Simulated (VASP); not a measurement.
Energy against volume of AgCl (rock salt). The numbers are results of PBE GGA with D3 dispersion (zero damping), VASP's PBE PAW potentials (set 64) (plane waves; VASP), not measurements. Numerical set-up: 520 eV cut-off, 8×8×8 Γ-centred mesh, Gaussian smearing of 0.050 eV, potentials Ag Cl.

| V (Å³/atom) | E (eV/atom) |
|---|---|
| 19.811 | -2.99471 |
| 20.443 | -3.00521 |
| 21.076 | -3.00845 |
| 21.708 | -3.00576 |

Task: Fit these four points and predict the energy of the run at 22.340 Å³/atom.

Result: A cubic in V^(−2/3), the third-order Birch-Murnaghan form, passes through the four points with V0 = 21.08 Å³/atom and B0 = 50 GPa, and gives -2.9983 eV/atom there. The run gave -2.9982 eV/atom, +0.0 meV/atom from the fit; all five points give B0 = 50 GPa.

The compound is AgCl in the rock salt structure. It was relaxed first.
